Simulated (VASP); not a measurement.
All values below come from PBE GGA, VASP's PBE PAW potentials (set 64) (plane waves; VASP 6.6.1).

A VASP calculation is set up with these files.

File KPOINTS:
```
Automatic mesh
0
Gamma
16 16 9
0 0 0
```

INCAR:
```
ALGO=Normal
EDIFF=1E-6
ENCUT=400
GGA=PE
ISIF=2
ISMEAR=1
LASPH=.True.
LCHARG=.False.
LREAL=.False.
LWAVE=.False.
NELM=100
PREC=Accurate
SIGMA=0.1
SYSTEM=Be
```

File POSCAR:
```
Be
3.65160
  0.3198324022  -0.5539659327   0.0000000000
  0.3198324022   0.5539659327   0.0000000000
  0.0000000000   0.0000000000   1.0000000000
Be
2
direct
  0.3333330000   0.6666670000   0.2500000000
  0.6666670000   0.3333330000   0.7500000000
```

POTCAR, in this order: Be (PBE.64 set). Program: vasp_std.

The run wrote:

**OSZICAR**
```
       N       E                     dE             d eps       ncg     rms          rms(c)
DAV:   1    -0.385005506398E+01   -0.38501E+01   -0.15224E+03  1848   0.439E+02
DAV:   2    -0.751782601357E+01   -0.36678E+01   -0.36107E+01  2826   0.494E+01
DAV:   3    -0.754517459837E+01   -0.27349E-01   -0.27348E-01  2268   0.400E+00
DAV:   4    -0.754521010626E+01   -0.35508E-04   -0.35508E-04  2748   0.134E-01
DAV:   5    -0.754521016431E+01   -0.58057E-07   -0.58740E-07  2244   0.230E-03    0.112E+00
DAV:   6    -0.750978574179E+01    0.35424E-01   -0.40431E-03  2184   0.863E-01    0.686E-01
DAV:   7    -0.749455983349E+01    0.15226E-01   -0.48528E-03  2154   0.917E-01    0.227E-02
DAV:   8    -0.749453966953E+01    0.20164E-04   -0.12028E-05  2610   0.425E-02    0.785E-03
DAV:   9    -0.749453958329E+01    0.86241E-07   -0.20890E-06  2304   0.184E-02
   1 F= -.74945396E+01 E0= -.74945035E+01  d E =-.108236E-03
```

File OUTCAR:
```
------------------------ aborting loop because EDIFF is reached ----------------------------------------
  FORCE on cell =-STRESS in cart. coord.  units (eV):
  Direction    XX          YY          ZZ          XY          YZ          ZX
  --------------------------------------------------------------------------------------
  Total       -0.9810146     -0.9810145     -0.9870335      0.0000000      0.0000000      0.0000000
  in kB      -91.0963465    -91.0963341    -91.6552531      0.0000000      0.0000000      0.0000000
  external PRESSURE =     -91.2826445 kB  Pullay stress =       0.0000000 kB
  volume of cell :       17.25
      direct lattice vectors                 reciprocal lattice vectors
     1.167900000 -2.022862000  0.000000000     0.428118846 -0.247174548  0.000000000
     1.167900000  2.022862000  0.000000000     0.428118846  0.247174548  0.000000000
     0.000000000  0.000000000  3.651600000     0.000000000  0.000000000  0.273852558
 POSITION                                       TOTAL-FORCE (eV/Angst)
 -----------------------------------------------------------------------------------
      1.16790      0.67429      0.91290        -0.000000      0.000000      0.000000
      1.16790     -0.67429      2.73870         0.000000     -0.000000      0.000000
 -----------------------------------------------------------------------------------
    total drift:                                0.000000     -0.000003      0.000005
  FREE ENERGIE OF THE ION-ELECTRON SYSTEM (eV)
  ---------------------------------------------------
  free  energy   TOTEN  =        -7.4945395833 eV

  energy  without entropy=       -7.4944313474  energy(sigma->0) =       -7.49450350
```
(Selected blocks of OUTCAR.)

The compound is Be in the hcp structure. The cell was not relaxed at this level.
